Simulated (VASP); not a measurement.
Method: RPBE GGA, VASP's PBE PAW potentials (set 64) (plane waves; VASP).

The input files of a VASP run:

### KPOINTS
```
Automatic mesh
0
Gamma
8 8 8
0 0 0
```

INCAR:
```
ALGO = Normal
EDIFF = 1E-7
ENCUT = 520
GGA = RP
ISIF = 2
ISMEAR = 1
LASPH = T
LCHARG = F
LMAXMIX = 4
LREAL = F
LWAVE = F
NELM = 100
PREC = Accurate
SIGMA = 0.1
SYSTEM = Al3Sc
```

File POSCAR:
```
Al3Sc
4.050680
  0.9999999383   0.0000000000   0.0000000000
  0.0000000000   0.9999999383   0.0000000000
  0.0000000000   0.0000000000   0.9999999383
Sc Al
1 3
Cartesian
  0.0000000000   0.0000000000   0.0000000000
  0.0000000000   0.4999999691   0.4999999691
  0.4999999691   0.0000000000   0.4999999691
  0.4999999691   0.4999999691   0.0000000000
```

POTCAR, in this order: Sc_sv Al (PBE.64 set). Program: vasp_std.

What VASP printed:

OUTCAR:
```
 ion  position               nearest neighbor table
   1  0.000  0.000  0.000-   2 2.86   3 2.86   4 2.86   2 2.86   3 2.86   2 2.86   4 2.86   2 2.86
                             3 2.86   4 2.86   3 2.86   4 2.86
   2  0.000  0.500  0.500-   1 2.86   3 2.86   4 2.86   1 2.86   4 2.86   1 2.86   3 2.86   1 2.86
                             3 2.86   4 2.86   4 2.86   3 2.86
   3  0.500  0.000  0.500-   1 2.86   2 2.86   4 2.86   1 2.86   4 2.86   2 2.86   4 2.86   4 2.86
                             1 2.86   2 2.86   1 2.86   2 2.86
   4  0.500  0.500  0.000-   1 2.86   2 2.86   3 2.86   2 2.86   3 2.86   1 2.86   3 2.86   3 2.86
                             1 2.86   2 2.86   2 2.86   1 2.86
  LATTYP: Found a simple cubic cell.
 ALAT       =     4.0506797499
 Subroutine PRICEL returns:
 Original cell was already a primitive cell.
 Subroutine GETGRP returns: Found 48 space group operations
The static configuration has the point symmetry O_h .
The dynamic configuration has the point symmetry O_h .
 Subroutine INISYM returns: Found 48 space group operations
 Subroutine IBZKPT returns following result:
 Found     35 irreducible k-points:

 Following reciprocal coordinates:
            Coordinates               Weight
  0.000000  0.000000  0.000000      1.000000
  0.125000  0.000000  0.000000      6.000000
  0.250000  0.000000  0.000000      6.000000
  0.375000  0.000000  0.000000      6.000000
  0.500000  0.000000  0.000000      3.000000
  0.125000  0.125000  0.000000     12.000000
  0.250000  0.125000  0.000000     24.000000
  0.375000  0.125000  0.000000     24.000000
  0.500000  0.125000  0.000000     12.000000
  0.250000  0.250000  0.000000     12.000000
  0.375000  0.250000  0.000000     24.000000
  0.500000  0.250000  0.000000     12.000000
  0.375000  0.375000  0.000000     12.000000
  0.500000  0.375000  0.000000     12.000000
  0.500000  0.500000  0.000000      3.000000
  0.125000  0.125000  0.125000      8.000000
  0.250000  0.125000  0.125000     24.000000
  0.375000  0.125000  0.125000     24.000000
...
```

File OSZICAR:
```
       N       E                     dE             d eps       ncg     rms          rms(c)
DAV:   1     0.117563776055E+03    0.11756E+03   -0.85055E+03   980   0.131E+03
DAV:   2    -0.109589642513E+02   -0.12852E+03   -0.12648E+03   992   0.365E+02
DAV:   3    -0.189176816190E+02   -0.79587E+01   -0.76849E+01  1548   0.751E+01
DAV:   4    -0.190581187744E+02   -0.14044E+00   -0.13877E+00  1390   0.105E+01
DAV:   5    -0.190617903963E+02   -0.36716E-02   -0.36641E-02  1414   0.163E+00    0.956E+00
DAV:   6    -0.181890161796E+02    0.87277E+00   -0.44865E+00  1624   0.253E+01    0.372E+00
DAV:   7    -0.181444972447E+02    0.44519E-01   -0.80484E-02  1160   0.249E+00    0.204E+00
DAV:   8    -0.181241862159E+02    0.20311E-01   -0.34803E-02  1450   0.175E+00    0.242E-01
DAV:   9    -0.181239476391E+02    0.23858E-03   -0.28357E-03  1226   0.414E-01    0.858E-02
DAV:  10    -0.181239080802E+02    0.39559E-04   -0.18294E-04  1496   0.155E-01    0.867E-02
DAV:  11    -0.181239045215E+02    0.35587E-05   -0.18890E-05  1282   0.318E-02    0.640E-02
DAV:  12    -0.181238931855E+02    0.11336E-04   -0.36478E-05  1178   0.363E-02    0.811E-03
DAV:  13    -0.181238934592E+02   -0.27374E-06   -0.17179E-06  1366   0.101E-02    0.253E-03
DAV:  14    -0.181238935854E+02   -0.12612E-06   -0.13238E-07   832   0.342E-03    0.491E-04
DAV:  15    -0.181238936053E+02   -0.19917E-07   -0.29706E-08   676   0.318E-03
   1 F= -.18123894E+02 E0= -.18123543E+02  d E =-.105083E-02
```

### OUTCAR
```
------------------------ aborting loop because EDIFF is reached ----------------------------------------
  FORCE on cell =-STRESS in cart. coord.  units (eV):
  Direction    XX          YY          ZZ          XY          YZ          ZX
  --------------------------------------------------------------------------------------
  Total        2.4659051      2.4659051      2.4659051     -0.0000000      0.0000000     -0.0000000
  in kB       59.4433415     59.4433415     59.4433415     -0.0000000      0.0000000     -0.0000000
  external PRESSURE =      59.4433415 kB  Pullay stress =       0.0000000 kB
  volume of cell :       66.46
      direct lattice vectors                 reciprocal lattice vectors
     4.050679750  0.000000000  0.000000000     0.246872145  0.000000000  0.000000000
     0.000000000  4.050679750  0.000000000     0.000000000  0.246872145  0.000000000
     0.000000000  0.000000000  4.050679750     0.000000000  0.000000000  0.246872145
 POSITION                                       TOTAL-FORCE (eV/Angst)
 -----------------------------------------------------------------------------------
      0.00000      0.00000      0.00000         0.000000      0.000000      0.000000
      0.00000      2.02534      2.02534         0.000000      0.000000      0.000000
      2.02534      0.00000      2.02534         0.000000      0.000000      0.000000
      2.02534      2.02534      0.00000         0.000000      0.000000      0.000000
 -----------------------------------------------------------------------------------
    total drift:                               -0.000000     -0.000000      0.000000
  FREE ENERGIE OF THE ION-ELECTRON SYSTEM (eV)
  ---------------------------------------------------
  free  energy   TOTEN  =       -18.1238936053 eV

  energy  without entropy=      -18.1228427718  energy(sigma->0) =      -18.12354333
```
(Selected blocks of OUTCAR.)

The compound is Al3Sc in the L1_2 structure. This cell is one point of a volume scan, at 0.94 of the reference volume.
